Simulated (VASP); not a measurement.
Consider the following.

```yaml
crystal:
  lattice:
    - [0.00000, 2.10658, 6.02177]
    - [1.43729, 0.00000, 6.02177]
    - [1.43729, 2.10658, 0.00000]
  atoms:
    - { symbol: Al, position: [0.00000, 0.00000, 0.00000] }
    - { symbol: Cr, position: [0.32606, 0.32606, 0.67394] }
    - { symbol: Cr, position: [0.67394, 0.67394, 0.32606] }
```

The numbers are results of PBEsol GGA, VASP's PBE PAW potentials (set 64) (plane waves; VASP), not measurements. Settings: 400 eV cut-off, 15×15×15 Γ-centred mesh, tetrahedra with Blöchl corrections, potentials Al Cr_pv.

The cores are frozen, which limits the accuracy of field gradients.

Problem. Give the principal components of the electric field gradient (V/Å²) and the asymmetry η at each nucleus.

Solution. 
```csv
atom,Vxx,Vyy,Vzz,η
Al1,15.5,0.6,-16.0,0.93
Cr2,-10.9,-2.9,13.9,0.57
Cr3,-10.9,-2.9,13.9,0.57
```

The structure comes from a computed database's AlCr2 entry (Fmmm); how it stands against other phases isn't given here. It was relaxed first. The run is not spin-polarised, so no magnetic state was tried.
